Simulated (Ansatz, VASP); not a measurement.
# Cross-check of SnSe2 between VASP and Ansatz, part 2 of 2

Wanted: the spread between two codes on one cell, functional and k mesh. The cell is taken from a series of runs on this material, whose earlier steps may have relaxed, scaled, displaced or heated it; both programs get it as it stands.

VASP 6.6.1 and Ansatz 0.2.0.

So far: The structure; VASP: dielectric response, PBE.

In doubt: the program warns that the response may not be converged on this k-mesh, which bears on dielectric and field responses.

## (3) Ansatz: dielectric response, PBE

Level of this step: Ansatz beside VASP: Kohn-Sham DFT, plane waves, PBE (Ansatz).

Ansatz runs on its PAW soft_1 files.

The same cell, functional and mesh now go to Ansatz, which takes its cutoff from its data sets.

Contents of input.yaml:

```yaml
crystal:
  lattice:
    - [3.811, 0.0, 0.0]
    - [-1.9055, 3.3004228138, 0.0]
    - [0.0, 0.0, 6.136]
  atoms:
    - { symbol: Sn, position: [0.0, 0.0, 0.0] }
    - { symbol: Se, position: [0.3333333333, 0.6666666667, 0.2614399677] }
    - { symbol: Se, position: [0.6666666667, 0.3333333333, 0.7385600323] }
kpoints:
  mp_grid: { grid: [6, 6, 4] }
hamiltonian:
  xc: pbe
  pseudopotentials: { kind: paw, azcp: { folder: soft_1 } }
scf:
  occupations: { method: fixed }
dielectric: {}
```

Launch:

```sh
> ansatz run input.yaml --threads 3 --pin off --max-ram 92160MiB --backend cuda --events-out ev --progress --plain --runs-dir out --devices 1 --max-vram 13GiB
```

Numbers of over 12 decimals in the logs are rounded to 6 here.

The log of the run:

```text
GPUs: using 1 of 1 available (devices: 1).
Engine: ansatz 0.2.0, x86_64-unknown-linux-gnu
Pseudopotentials: kind: paw
Pseudopotential: Sn, paw, valence charge 14, recommended cutoff 420 eV (normal), soft_1/Sn.paw.azcp
Pseudopotential: Se, paw, valence charge 16, recommended cutoff 420 eV (normal), soft_1/Se.paw.azcp
Functional definition: PBE
  parameter kappa = 0.804
  parameter beta = 0.066725
  exchange = pbe_x(kappa = kappa, mu = beta*pi^2/3)
  correlation = pbe_c(beta = beta)
device memory: the entry about to start is reckoned to put 1.7 GiB on a device that reports 56.7 GiB free (of which the cap on the GPU budget leaves the run 13.0 GiB)
GPU FFT provider: cuFFT
GPU libraries: cuBLAS 13.8.2, cuFFT 12.4.0, cuSOLVER 12.3.4
Crystal: 3 atoms, lattice volume = 77.178 Å³
Basis set: ecut = 420 eV, 1485 PW (Γ), exchange–correlation on 54×54×90 points (8 copies of the dense FFT grid, shifted against one another)
Bands: 28, of which v1, the nominal top of the filled ones, is band 23 counted from 1 (22 counted from 0)
Symmetry: 12 space group operations
k-points: 47 of 144 (irreducible under 2 space group operations, time reversal used)
Non-local potential: Sn, projectors of the file, l = 0: 2, l = 1: 2, l = 2: 2, l = 3: 1
Non-local potential: Se, projectors of the file, l = 0: 2, l = 1: 2, l = 2: 3, l = 3: 1
PAW form: soft (Blöchl's): semilocal exchange-correlation on the pseudo side does not see the compensation charge
PAW one-centre angular grid: Sn, 590 points (default); XC on 64 Gauss nodes
PAW one-centre angular grid: Se, 590 points (default); XC on 64 Gauss nodes
Initial density: superposition of atomic densities (chi_scale 0.1, normalization cell, long waves kept (reshape's long-wave potential 0.10 eV rms))
Initial wavefunctions: pseudopotential atomic-orbital guess
GPU buffer pool allocated for 32805 grid points (all kernels)
GPU transforms: local potential and band sums: pruned to the plane-wave sphere, on 25×25×45
Functional: x = pbe(κ = 0.804, μ = 0.219515), c = pbe(β = 0.066725)
SCF iter   1: F=—  HF=-16963.819820 eV  |F-HF|=—  |Δ(HF+E_count)|=         —  Δρ=3.24e-2  dr2=1.66e0  ethr=3.10e-3  ⟨swp⟩=5.0  Hψ=4979  notcnv=0  defer=133
preconditioner: auto → Resta (q_TF=auto, 2.503 Å⁻¹)  ε∞=4.0  [insulator: Δε(μ)=0.558 eV  Ē_g=9.780 eV  n_scr=22 (ndim 8)  ℏωp=16.9 eV  f_vac=0.027  ε∞_Penn≈4.0]
SCF iter   2: F=—  HF=-16963.468126 eV  |F-HF|=—  |Δ(HF+E_count)|=   3.52e-1  Δρ=1.63e-2  dr2=2.35e-1  ethr=3.10e-3  ⟨swp⟩=2.0  Hψ=1897  notcnv=0  defer=58
SCF iter   3: F=—  HF=-16963.418406 eV  |F-HF|=—  |Δ(HF+E_count)|=   4.97e-2  Δρ=5.34e-3  dr2=1.81e-2  ethr=5.12e-4  ⟨swp⟩=2.0  Hψ=1581  notcnv=0  defer=133
SCF iter   4: F=—  HF=-16963.418550 eV  |F-HF|=—  |Δ(HF+E_count)|=   1.44e-4  Δρ=1.08e-3  dr2=1.37e-3  ethr=3.93e-5  ⟨swp⟩=2.0  Hψ=2433  notcnv=0  defer=138
SCF iter   5: F=—  HF=-16963.418634 eV  |F-HF|=—  |Δ(HF+E_count)|=   8.31e-5  Δρ=5.17e-4  dr2=2.08e-4  ethr=2.97e-6  ⟨swp⟩=2.0  Hψ=2447  notcnv=0  defer=138
SCF iter   6: F=—  HF=-16963.418978 eV  |F-HF|=—  |Δ(HF+E_count)|=   3.44e-4  Δρ=1.35e-4  dr2=1.76e-5  ethr=4.52e-7  ⟨swp⟩=3.0  Hψ=2447  notcnv=0  defer=138
SCF iter   7: F=—  HF=-16963.418978 eV  |F-HF|=—  |Δ(HF+E_count)|=   3.47e-7  Δρ=4.04e-5  dr2=1.21e-6  ethr=3.84e-8  ⟨swp⟩=2.9  Hψ=2373  notcnv=0  defer=59
SCF iter   8: F=—  HF=-16963.419062 eV  |F-HF|=—  |Δ(HF+E_count)|=   8.46e-5  Δρ=7.72e-6  dr2=8.65e-8  ethr=2.63e-9  ⟨swp⟩=2.0  Hψ=1692  notcnv=0  defer=47
SCF iter   9: F=—  HF=-16963.419062 eV  |F-HF|=—  |Δ(HF+E_count)|=   2.36e-7  Δρ=2.99e-6  dr2=8.48e-9  ethr=1.88e-10  ⟨swp⟩=2.0  Hψ=1625  notcnv=0  defer=47
SCF iter  10: F=—  HF=-16963.419062 eV  |F-HF|=—  |Δ(HF+E_count)|=   1.66e-8  Δρ=6.96e-7  dr2=3.30e-10  ethr=1.84e-11  ⟨swp⟩=2.0  Hψ=1645  notcnv=0  defer=47
SCF iter  11: F=-16963.419062 eV  HF=-16963.419062 eV  |F-HF|=4.37e-11  |Δ(HF+E_count)|=  4.07e-10  Δρ=2.14e-7  dr2=2.89e-11  ethr=1.00e-12  ⟨swp⟩=9.0  Hψ=5336  notcnv=0
SCF 1 converged in 11 iterations: F = -16963.419062 eV  dr2 = 2.89e-11
  greatest PAW one-centre occupation: 1.000 electrons in one spin orbital (limit 2), on the Se atom at site 1 (counted from 0), in its partial waves of l = 2
the response reads at least the filled bands of the reference SCF and the lowest empty band at each k-point, and that SCF's band table does not vouch for those bands. The notice of the band table in this run's record says why
device memory: the entry about to start is reckoned to put 0.4 GiB on a device that reports 60.2 GiB free (of which the cap on the GPU budget leaves the run 13.0 GiB)
NSCF: frozen V_eff on 1 k-points
device memory: the entry about to start is reckoned to put 0.4 GiB on a device that reports 60.2 GiB free (of which the cap on the GPU budget leaves the run 13.0 GiB)
NSCF: frozen V_eff on 1 k-points
device memory: the entry about to start is reckoned to put 0.4 GiB on a device that reports 60.2 GiB free (of which the cap on the GPU budget leaves the run 13.0 GiB)
NSCF: frozen V_eff on 1 k-points
device memory: the entry about to start is reckoned to put 0.4 GiB on a device that reports 60.2 GiB free (of which the cap on the GPU budget leaves the run 13.0 GiB)
NSCF: frozen V_eff on 1 k-points
[...]
device memory: the entry about to start is reckoned to put 0.4 GiB on a device that reports 60.2 GiB free (of which the cap on the GPU budget leaves the run 13.0 GiB)
NSCF: frozen V_eff on 1 k-points
device memory: the entry about to start is reckoned to put 0.4 GiB on a device that reports 60.2 GiB free (of which the cap on the GPU budget leaves the run 13.0 GiB)
NSCF: frozen V_eff on 1 k-points
device memory: the entry about to start is reckoned to put 0.4 GiB on a device that reports 60.2 GiB free (of which the cap on the GPU budget leaves the run 13.0 GiB)
NSCF: frozen V_eff on 1 k-points
device memory: the entry about to start is reckoned to put 0.1 GiB on a device that reports 59.7 GiB free (of which the cap on the GPU budget leaves the run 13.0 GiB)
device memory: the entry about to start is reckoned to put 1.0 GiB on a device that reports 59.6 GiB free (of which the cap on the GPU budget leaves the run 13.0 GiB)
DFPT response loops at Γ: preconditioner auto → Resta (q_TF=auto, 2.503 Å⁻¹)  ε∞=9.2 (no band partly filled); β = 1.00, the filter's whole step (`scf.mixing.beta` (0.50) is not read by the response loops at its default; to damp them type it under 1.00, their step now; it binds the ground state too); Broyden in place of MSR1
── the response to a field inside a basis, on 14×14×8 k-points: an SCF that follows is theirs, and a resumed run solves both again ──
device memory: the entry about to start is reckoned to put 0.6 GiB on a device that reports 52.1 GiB free (of which the cap on the GPU budget leaves the run 13.0 GiB)
GPU FFT provider: cuFFT
GPU libraries: cuBLAS 13.8.2, cuFFT 12.4.0, cuSOLVER 12.3.4
Bands: 24, of which v1, the nominal top of the filled ones, is band 23 counted from 1 (22 counted from 0)
k-points: 420 of 1568 (irreducible under 4 space group operations)
Initial density: handed on by an earlier stage of this run
Initial wavefunctions: pseudopotential atomic-orbital guess (no wavefunctions were taken with the density)
GPU buffer pool allocated for 32805 grid points (all kernels)
GPU transforms: band sums: pruned to the plane-wave sphere, on 25×25×45
Eigensolver: Dense (420 Hₖ)
SCF iter   1: F=—  HF=-16963.416230 eV  |F-HF|=—  |Δ(HF+E_count)|=         —  Δρ=2.90e-4  dr2=6.96e-5  ethr=1.00e-1
preconditioner: auto → Resta (q_TF=auto, 2.503 Å⁻¹)  ε∞=3.8  [insulator: Δε(μ)=0.521 eV  Ē_g=12.967 eV  n_scr=22 (ndim 8)  ℏωp=21.6 eV  f_vac=0.055  ε∞_Penn≈3.8]
SCF iter   2: F=—  HF=-16963.416222 eV  |F-HF|=—  |Δ(HF+E_count)|=   7.90e-6  Δρ=1.52e-4  dr2=1.58e-5  ethr=1.51e-7
SCF iter   3: F=—  HF=-16963.416224 eV  |F-HF|=—  |Δ(HF+E_count)|=   1.41e-6  Δρ=4.38e-5  dr2=1.71e-6  ethr=3.44e-8
SCF iter   4: F=—  HF=-16963.416224 eV  |F-HF|=—  |Δ(HF+E_count)|=   5.80e-7  Δρ=1.17e-5  dr2=1.12e-7  ethr=3.71e-9
SCF iter   5: F=-16963.416225 eV  HF=-16963.416225 eV  |F-HF|=1.69e-8  |Δ(HF+E_count)|=   1.35e-7  Δρ=3.77e-6  dr2=1.22e-8  ethr=2.44e-10
SCF 1 converged in 5 iterations: F = -16963.416225 eV  dr2 = 1.22e-8
device memory: the entry about to start is reckoned to put 0.1 GiB (of the 0.5 GiB reckoned in all, the device holds 0.5 GiB already) on a device that reports 50.7 GiB free (of which the cap on the GPU budget leaves the run 12.5 GiB)
device memory: the entry about to start is reckoned to put 3.8 GiB on a device that reports 58.6 GiB free (of which the cap on the GPU budget leaves the run 12.9 GiB)
DFPT response loops at Γ: preconditioner auto → Resta (q_TF=auto, 2.503 Å⁻¹)  ε∞=10.7 (no band partly filled); β = 1.00, the filter's whole step (`scf.mixing.beta` (0.50) is not read by the response loops at its default; to damp them type it under 1.00, their step now; it binds the ground state too); Broyden in place of MSR1
WARN: field response: inside a basis, on 14×14×8 points, no mesh in reach settles it: take ε∞, Z* and everything formed from them with what they may err, as stated (eps_inf_uncertainty, zstar_uncertainty_e), and compare with field_mesh: kpoints on a denser kpoints.mp_grid
SCF converged after 11 iterations
Free energy (F): -16963.419062 eV
Harris-Foulkes:  -16963.419062 eV  (|F-HF|=4.37e-11)
Internal energy: -16963.419062 eV  (E = F + TS)
E sigma→0 (E₀):  -16963.419062 eV
Fermi energy:    7.889227 eV
--- Per-component energies (eV) ---
  E_band       = -866.893249
  E_kinetic    = 390.072356
  E_local      = -6546.992039  (includes V_loc(G=0)·N_el)
  E_nonlocal   = -563.582908
  E_hartree    = 3408.577524
  E_xc         = -295.618937
  E_vxc        = -260.578526  (∫ρ·V_xc dr)
  E_paw        = -8631.686290  (= ΣΔE_a)
  E_vpaw       = -702.966727  (= ΣTr[D̂ρ^β])
  E_aug_tail   = -0.000477  (compensation charges beyond the density's cutoff)
  E_ewald      = -4724.188291
  E_smearing   = -0.000000  (= −TS)
  E_closure    = 0.000000  (closes the sum)
  Σ components = -16963.419062   (vs F -16963.419062, Δ=0.00e0)
--- Band table (eV; the first three rows and the last of 47) ---
  k-point 0: bands = [... 19 lower, 7.4044, 7.6111, 7.6111, 7.7881, 8.8795, 11.0728, 12.6066, 12.6066, ... 1 higher]
  k-point 1: bands = [... 19 lower, 7.3181, 7.3181, 7.7348, 7.7348, 9.8596, 11.0538, 12.4425, 12.4425, ... 1 higher]
  k-point 2: bands = [... 19 lower, 7.2669, 7.2669, 7.8248, 7.8248, 10.4990, 10.9428, 12.2885, 12.2885, ... 1 higher]
  k-point 46: bands = [... 19 lower, 4.8476, 5.1508, 6.6095, 7.3756, 9.5969, 12.3585, 13.2862, 13.7711, ... 1 higher]
--- Dielectric response (ions clamped): 3 representative field directions + reference, inside a basis on a mesh of 1568 k-points (Σ response iterations 21) ---
  ε∞ (high-frequency dielectric tensor):
       12.587269     0.000000     0.000000
        0.000000    12.587269    -0.000000
        0.000000    -0.000000    10.975608
  Born effective charges Z* (e; rows j = field, columns β = displacement):
    site 0:
         5.13137    0.00000    0.00000
        -0.00000    5.13137   -0.00000
         0.00000   -0.00000    2.22127
    site 1:
        -2.56568   -0.00000   -0.00000
        -0.00000   -2.56568    0.00000
        -0.00000    0.00000   -1.11064
    site 2:
        -2.56568   -0.00000   -0.00000
         0.00000   -2.56568    0.00000
        -0.00000    0.00000   -1.11064
  Z* charge neutrality: 1.385e-3 e pre-enforcement
  solved inside a basis spanned on kpoints, on 14×14×8 k-points, which do not settle them: ε∞ is read to err by 7.4e-2, Z* by 4.6e-2 e (field_mesh: kpoints solves on kpoints); Z* is corrected for what the basis lacks
```

In the SCF lines HF is the Harris–Foulkes energy and dr2 the Hartree energy of the density residual, in eV; the loop may stop once dr2 is under the threshold and the program's other checks hold. Hψ counts applications of the Hamiltonian.

## (4) Comparison

Known differences besides the potentials themselves: fixed occupations in Ansatz, narrow Gaussian smearing in VASP; VASP's response is taken on the typed mesh, Ansatz refines its own for the field response alone; the data sets hold 46 valence electrons in Ansatz (on its PAW soft_1 files) and 26 in VASP; the cutoff is 420 eV in Ansatz and 400 eV in VASP. Total energies have different zeros and are not compared.

Compared:

| quantity | Ansatz | VASP | difference |
| --- | --- | --- | --- |
| ε∞ xx | 12.59 | 15.15 | -16.89 % |
| ε∞ yy | 12.59 | 15.15 | -16.89 % |
| ε∞ zz | 10.98 | 11.59 | -5.27 % |
| Born charge of Sn1 (mean of the diagonal) (e) | 4.16 | 4.25 | -0.09 |
| Born charge of Se2 (mean of the diagonal) (e) | -2.08 | -2.13 | +0.05 |

## (5) Further runs

Further runs change the set-up of one program: Ansatz's method, potentials or start, or VASP's data sets, cutoff or form of LDA. The table gives Ansatz less VASP for each quantity, since a change that brings one quantity closer may part another.

| run | ε∞ xx (%) | ε∞ yy (%) | ε∞ zz (%) | Born charge of Sn1 (mean of the diagonal) (e) | Born charge of Se2 (mean of the diagonal) (e) |
| --- | --- | --- | --- | --- | --- |
| as above | -17 | -17 | -5.3 | -0.092 | 0.046 |
| VASP with the data sets Sn and Se_sv_GW and a cutoff of 620 eV | -8.0 | -8.0 | 13 | 0.27 | -0.14 |

## (6) Summary of results

```yaml
difference_in_eps_infinity_xx_dielectric_response_pbe: -17 %
```

**Reading.** The difference in ε∞ xx is -17 % (dielectric response, PBE), beyond the 5 % picked in this series as the mark of a large difference. The data sets hold unlike numbers of valence electrons (46 in Ansatz and 26 in VASP), so part of the differences comes from the potentials. Dielectric response, PBE, VASP with the data sets Sn and Se_sv_GW and a cutoff of 620 eV: the difference in ε∞ xx goes from -17 to -8.0 %; the difference in ε∞ yy goes from -17 to -8.0 %; the difference in ε∞ zz goes from -5.3 to 13 %; the difference in Born charge of Sn1 (mean of the diagonal) goes from -0.092 to 0.27 e; the difference in Born charge of Se2 (mean of the diagonal) goes from 0.046 to -0.14 e. Such differences can come from data sets, numerical settings and the points named under the comparisons, not from the functional's error against experiment.

[Lines on the potential files, build, host, timing and source positions are cut from VASP's logs without a mark.]

[Logs are printed without paths, hosts, clocks, repeated set-up lines and the standing remarks that a program may print on its own settings, such as how far it seeks lower states.]

[Hosts, paths, dates, database ids (printed as entryN), source tags and the programs' standing remarks are cut or masked in the printed files.]
